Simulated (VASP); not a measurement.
CuTe: single point with LDA+U

Crystal: CuTe.

```
Cu Te
1.0
     3.10000    0.00000    0.00000
     0.00000    4.02000    0.00000
     0.00000    0.00000    6.86000
Cu Te
2 2
Direct
  0.00000 0.50000 0.44900
  0.50000 0.00000 0.55100
  0.00000 0.00000 0.22300
  0.50000 0.50000 0.77700
```

| Item | Value |
| --- | --- |
| Program | VASP 6.6.1 |
| Task | single point |
| Functional | LDA |
| Potentials or basis | VASP PAW LDA potentials, release 64 (Cu, Te) |
| Cutoff | 520 eV |
| k mesh | 6 × 5 × 3 |
| Occupations | gaussian, width 0.05 eV |
| Spin | collinear spin, typed start |
| Starting moments | [1.0, -1.0, 0.0, 0.0] μB |
| Hubbard terms | Cu d U = 8.0 eV, J = 0.9 eV |

```json
{
  "Pressure": "-1.8 GPa",
  "Largest force": "0.298 eV/Å",
  "Band gap on the k mesh": "none (metal or under the smearing width)",
  "Net moment": "0.00 μB per cell",
  "Valence electrons inside the program's atomic spheres": "Cu 10.20; Te 3.37"
}
```

Forces in eV/Å, atoms in the order of the input:
```
Cu   0.000  0.000  0.298
Cu   0.000  0.000 -0.298
Te   0.000  0.000  0.133
Te   0.000  0.000 -0.133
```

Stress tensor (GPa, compression positive):
```
-1.90  0.00  0.00
 0.00 -1.88  0.00
 0.00  0.00 -1.55
```

Levels at points of the mesh, in eV from the Fermi level:
Spin up:
```
           k point  band 15  band 16  band 17  band 18  band 19  band 20
(0.00, 0.00, 0.00)    -0.88     0.10     1.88     2.14     2.57     3.48
(0.50, 0.00, 0.00)    -1.74    -1.74     0.52     0.52     3.62     3.62
```
Spin down:
```
           k point  band 14  band 15  band 16  band 17  band 18  band 19  band 20  band 21
(0.00, 0.00, 0.00)    -2.42    -0.88     0.10     1.88     2.14     2.57     3.48     4.19
(0.50, 0.00, 0.00)    -3.83    -1.74    -1.74     0.52     0.52     3.62     3.62     5.65
```

Eigenvalues of the final occupation matrices:
| site | spin | trace | eigenvalues |
| --- | --- | --- | --- |
| site 1 d | 1 | 4.74 | 0.94 0.94 0.95 0.95 0.96 |
| site 1 d | 2 | 4.74 | 0.94 0.94 0.95 0.95 0.96 |
| site 2 d | 1 | 4.74 | 0.94 0.94 0.95 0.95 0.96 |
| site 2 d | 2 | 4.74 | 0.94 0.94 0.95 0.95 0.96 |

Wall time 78 s on 1 thread of AMD EPYC 9R45 96-Core Processor (Zen 5), on a shared host, peak memory 0.2 GiB.

Caveat: the U is typed as a test and isn't derived for this compound. The run has no spin-orbit coupling, so splittings on Te are missing.
